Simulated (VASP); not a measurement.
Here is the system:

```
CELL_PARAMETERS angstrom
      0.00000     2.15594     2.15594
      2.15594     0.00000     2.15594
      2.15594     2.15594     0.00000
ATOMIC_POSITIONS crystal
  Si 0.00000 0.00000 0.00000
  C  0.25000 0.25000 0.25000
```

Computed with AM05 GGA, VASP's PBE PAW potentials (set 64) (plane waves; VASP). Numerical set-up: 520 eV cut-off, 10×10×10 Γ-centred mesh, Gaussian smearing of 0.050 eV, potentials Si C.

**Question.** Estimate the energy per atom (σ→0), pressure, band gap (on the k-mesh) with the smallest direct gap where there is one.

**Answer.** 
```json
{
 "band gap (on the k-mesh)": "1.20 eV",
 "smallest direct gap (on the k-mesh)": "4.48 eV",
 "energy per atom (σ→0)": "-7785 meV/atom",
 "pressure": "71.6 kbar"
}
```

Only differences to runs with the same potentials and settings are physical.

The compound is SiC in the zinc blende structure. This cell is one point of a volume scan, at 0.97 of the reference volume.
